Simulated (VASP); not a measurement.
# BN with r2SCAN + rVV10: from relaxation to properties, part 2 of 5

What structure does BN take at this level, and what are its properties? The start is a cell from a database of measured crystal structures.

VASP 6.6.1; r2SCAN with rVV10; plane waves and PAW (B, N).

So far, gap on the k-mesh (eV): step 2 (relaxing cell and atoms (r2SCAN + rVV10)) 5.86. The relaxed cell has a = 2.544, c = 4.209 Å (conventional setting).

The database entry behind the starting cell has ideal inner coordinates that were not refined, so it need not match the best structure at ambient conditions.

## Step 3: Density, ELF and potential (r2SCAN + rVV10)

The relaxed cell gets a fresh self-consistent run, on a basis set for its own volume, to fix the density and to check the remaining stress.

Input file INCAR:

```
SYSTEM = BN
PREC = Accurate
ENCUT = 520
EDIFF = 1E-06
NELM = 100
ISMEAR = 0
SIGMA = 0.05
LREAL = .FALSE.
ALGO = Normal
METAGGA = R2SCAN
LUSE_VDW = .TRUE.
IVDW_NL = 2
BPARAM = 11.95
CPARAM = 0.0093
LASPH = .TRUE.
NBANDS = 14
LORBIT = 11
LWAVE = .FALSE.
LCHARG = .TRUE.
ISIF = 2
LELF = .TRUE.
LVHAR = .TRUE.
```

Input file POSCAR:

```
BN
1.0
    2.5444568406      0.0000000000      0.0000000000
   -1.2722284203      2.2035642628      0.0000000000
    0.0000000000      0.0000000000      4.2090368552
B N
2 2
Direct
    0.6666666667      0.3333333333      0.0002364178
    0.3333333333      0.6666666667      0.5002364178
    0.6666666667      0.3333333333      0.3747635822
    0.3333333333      0.6666666667      0.8747635822
```

Input file KPOINTS:

```
Automatic mesh
0
Gamma
10 10 5
0 0 0
```

PAW data sets: B and N (PBE family, release 64).

Started as:

```console
> mpirun -np 4 vasp_std
```

Output:

```text
[banner, memory and clock lines left out]
running    4 mpi-ranks, on    1 nodes
 distrk:  each k-point on    4 cores,    1 groups
 distr:  one band on    1 cores,    4 groups

 POSCAR found type information on POSCAR B N
 POSCAR found :  2 types and       4 ions
 [... a notice as in an earlier step ...]

 [... a notice as in an earlier step ...]

 LDA part: xc-table for (None), standard interpolation
|                                                                             |
|           W    W    AA    RRRRR   N    N  II  N    N   GGGG   !!!           |
|           W    W   A  A   R    R  NN   N  II  NN   N  G    G  !!!           |
|           W    W  A    A  R    R  N N  N  II  N N  N  G       !!!           |
|           W WW W  AAAAAA  RRRRR   N  N N  II  N  N N  G  GGG   !            |
|           WW  WW  A    A  R   R   N   NN  II  N   NN  G    G                |
|           W    W  A    A  R    R  N    N  II  N    N   GGGG   !!!           |
|                                                                             |
|     The number of bands has been changed from the values supplied in        |
|     The orbitals not found in the WAVECAR file will be initialized with     |
|     random numbers, which is usually adequate. For correlated               |
|     calculations, however, you should redo the groundstate calculation.     |
|     I found NBANDS = 14. Now, NBANDS = 16.                                  |
|                                                                             |

 POSCAR, INCAR and KPOINTS ok, starting setup
 FFT: planning ... GRIDC
 FFT: planning ... GRID_SOFT
 FFT: planning ... GRID
 WAVECAR not read
 entering main loop
       N       E                     dE             d eps       ncg     rms          rms(c)
Total rVV10 correction in eV:      0.1299827    16.3220079
DAV:   1     0.319488986666E+02    0.31949E+02   -0.86502E+03  1344   0.101E+03
DAV:   2    -0.423257473400E+02   -0.74275E+02   -0.69733E+02  1888   0.236E+02
DAV:   3    -0.445701921123E+02   -0.22444E+01   -0.22396E+01  1624   0.383E+01
DAV:   4    -0.445758574174E+02   -0.56653E-02   -0.56648E-02  1584   0.214E+00
DAV:   5    -0.445758731602E+02   -0.15743E-04   -0.15743E-04  1552   0.105E-01    0.933E+00
Total rVV10 correction in eV:      0.1575906    16.3220079
DAV:   6    -0.380833860465E+02    0.64925E+01   -0.16585E+00  1656   0.109E+01    0.501E+00
Total rVV10 correction in eV:      0.1789892    16.3220079
DAV:   7    -0.380720627695E+02    0.11323E-01   -0.53315E-01  1768   0.573E+00    0.261E+00
Total rVV10 correction in eV:      0.1976950    16.3220079
DAV:   8    -0.380694171188E+02    0.26457E-02   -0.34972E-02  1680   0.186E+00    0.326E-01
Total rVV10 correction in eV:      0.1989179    16.3220079
DAV:   9    -0.380665788769E+02    0.28382E-02   -0.44024E-03  1712   0.855E-01    0.964E-02
Total rVV10 correction in eV:      0.1988868    16.3220079
DAV:  10    -0.380667499474E+02   -0.17107E-03   -0.80275E-04  1448   0.231E-01    0.812E-02
Total rVV10 correction in eV:      0.1991292    16.3220079
DAV:  11    -0.380667124219E+02    0.37525E-04   -0.65451E-05  1384   0.870E-02    0.173E-02
Total rVV10 correction in eV:      0.1991910    16.3220079
DAV:  12    -0.380667143821E+02   -0.19602E-05   -0.13432E-05  1736   0.340E-02    0.422E-03
Total rVV10 correction in eV:      0.1991900    16.3220079
DAV:  13    -0.380667152773E+02   -0.89522E-06   -0.36089E-07   672   0.564E-03
Total rVV10 correction in eV:      0.1991879    16.3220079
Total rVV10 correction in eV:      0.1991867    16.3220079
   1 F= -.38066715E+02 E0= -.38066715E+02  d E =-.197924E-22
```

Wall time 10 s (4 MPI ranks of Intel Xeon 6975P-C (Granite Rapids), shared host); peak memory 0.55 GiB; 38 s of CPU time.

From OUTCAR (step 3):

```text
  LATTYP: Found a hexagonal cell.
 ALAT       =     2.5444568406
 C/A-ratio  =     1.6541985653

 Found     42 irreducible k-points:

   k-points           NKPTS =     42   k-points in BZ     NKDIM =     42   number of bands    NBANDS=     16

   ENCUT  =  520.0 eV  38.22 Ry    6.18 a.u.   4.73  4.73  7.83*2*pi/ulx,y,z

   NELECT =      16.0000    total number of electrons

 E-fermi :   7.7520

 k-point     1 :       0.0000    0.0000    0.0000
  band No.  band energies     occupation
    ...
      4       5.2134      2.00000
      5       5.2134      2.00000
      6       7.1475      2.00000
      7       7.4234      2.00000
      8       7.4234      2.00000
      9      16.4838      0.00000
     10      16.4838      0.00000
     11      16.7140      0.00000
     12      17.6122      0.00000
     13      18.9287      0.00000
    ...

 k-point     2 :       0.1000    0.0000    0.0000
  band No.  band energies     occupation
    ...
      4       4.1950      2.00000
      5       4.8010      2.00000
      6       6.5729      2.00000
      7       6.9260      2.00000
      8       7.1902      2.00000
      9      16.1378      0.00000
     10      16.9307      0.00000
     11      17.0557      0.00000
     12      18.3513      0.00000
     13      19.5918      0.00000
    ...

  Total       -0.0058175     -0.0058175     -0.0073437      0.0000000      0.0000000      0.0000000
  in kB       -0.3949482     -0.3949482     -0.4985664      0.0000000      0.0000000      0.0000000
  external PRESSURE =      -0.4294876 kB  Pullay stress =       0.0000000 kB

  energy-cutoff  :      520.00
  volume of cell :       23.60
      direct lattice vectors                 reciprocal lattice vectors
     2.544456841  0.000000000  0.000000000     0.393011186  0.226905114  0.000000000
    -1.272228420  2.203564263  0.000000000     0.000000000  0.453810228  0.000000000
     0.000000000  0.000000000  4.209036855     0.000000000  0.000000000  0.237584045

 POSITION                                       TOTAL-FORCE (eV/Angst)
 -----------------------------------------------------------------------------------
      1.27223      0.73452      0.00100        -0.000000      0.000000     -0.000766
     -0.00000      1.46904      2.10551         0.000000      0.000000     -0.000766
      1.27223      0.73452      1.57739         0.000000     -0.000000      0.000766
     -0.00000      1.46904      3.68191        -0.000000      0.000000      0.000766
 -----------------------------------------------------------------------------------
    total drift:                               -0.000000     -0.000000     -0.002036

  FREE ENERGIE OF THE ION-ELECTRON SYSTEM (eV)
  ---------------------------------------------------
  free  energy   TOTEN  =       -38.0667152773 eV

  energy  without entropy=      -38.0667152773  energy(sigma->0) =      -38.06671528

 total charge
# of ion       s       p       d       tot
------------------------------------------
    1        0.680   1.337   0.000   2.017
    2        0.680   1.337   0.000   2.017
    3        1.229   2.788   0.000   4.018
    4        1.229   2.788   0.000   4.018
--------------------------------------------------
tot          3.819   8.250   0.000  12.069

[... 4 parts as in an earlier step ...]

[... 6 further parts left out ...]
```

This step gave:

```
SCF cycles                     : 13
bands                          : 16
Fermi energy                   : 7.752 eV
pressure                       : -0.04295 GPa
least direct gap on the k-mesh : 8.948 eV
```

Valence electrons inside each PAW sphere by angular momentum. Sphere charges, by row:

```
atom  s (e)  p (e)  d (e)  tot (e)
  B1   0.68  1.337      0    2.017
  B2   0.68  1.337      0    2.017
  N3  1.229  2.788      0    4.018
  N4  1.229  2.788      0    4.018
```

Valence density in the ac plane at fractional y = 0.333, with atoms of B and N within 0.2 Å of it. It is the smooth field of the valence electrons, not physical close to the nuclei.

Ten even steps from '_' (0.1 e/Å³) to '@' (3.8 e/Å³):
```
..................__......
::::::::::::..............
..::::::::................
............____________..
__........________________
__________________________
__________________________
__________________________
__________________________
__________......::::......
....____....::--======--::
....__....::==**%%%%##++--
::..__....--++%%@@@@@@**--
..______..::++%%@@@@@@**--
..______..::==##@@@@%%++::
__________..--++####**--..
____________..--====--::..
____________..::----::..__
____________....::::::..__
____________............__
__________......____......
................____......
```
Columns run along a (2.5 Å), rows up along c (4.2 Å). Atoms in or near the plane, at fractional coordinates: B at (0.67, 0.00), N at (0.67, 0.37).

Electrostatic potential energy in the ac plane at fractional y = 0.333, with atoms of B and N within 0.2 Å of it. With pseudopotentials it is smooth inside the atoms' cores, unlike the true potential.

Ten even steps from '0' (-48 eV) to '9' (1 eV):
```
8898874489536
8888885333347
8888888644578
9988999888899
9999999999999
9999999999999
9999999999999
9999999999999
9888899999999
8877899988999
8777888633588
8877886100048
8888883011017
9999982023017
9999984000028
9999997300269
9999999766789
9999999877889
9999998644578
9999985333347
8999974489536
8999973599735
```
Columns run along a (2.5 Å; values clipped at the 3rd and 97th percentile), rows up along c (4.2 Å). Atoms in or near the plane, at fractional coordinates: B at (0.67, 0.00), N at (0.67, 0.37).

ELF in the ac plane at fractional y = 0.333, with atoms of B and N within 0.2 Å of it. It is the smooth field of the valence electrons, not physical close to the nuclei.

Ten even steps from '_' (0.02) to '@' (0.92):
```
%%######%%%%**--____..++%%
%%%%####%%%%##==....--**%%
############**==::::--++##
************++--::::::==++
++******++==::........::--
--==++++==::..__________..
::--====::..____________..
..::::::::................
::::::::::----========----
++--::::==**############**
##==::--**%%%%%%####%%%%%%
%%++--==##@@@@%%**++##@@@@
%%++--==##@@%%**::::++%%@@
##==::--##%%%%++....==##%%
**--..::++##%%**====**##%%
++::__..==**%%%%%%%%%%%%##
--..____::++%%@@@@@@@@%%**
::______..==##@@@@@@@@%%++
..______..::++##%%@@%%**--
::::::::::------======----
++++====++==--..______::==
####****####++..______--**
```
Columns run along a (2.5 Å), rows up along c (4.2 Å). Atoms in or near the plane, at fractional coordinates: B at (0.67, 0.00), N at (0.67, 0.37).

In this run the pressure is -0.04 GPa, small enough to go on.

(Part 2 of 5 ends here.)

[Lines on the potential files, build, host, timing and source positions are cut from VASP's logs without a mark.]

[Logs are printed without paths, hosts, clocks, repeated set-up lines and the standing remarks that a program may print on its own settings, such as how far it seeks lower states.]

[Hosts, paths, dates, database ids (printed as entryN), source tags and the programs' standing remarks are cut or masked in the printed files.]

[A measured line is paired with the nearest computed mode of its activity, which favours agreement.]
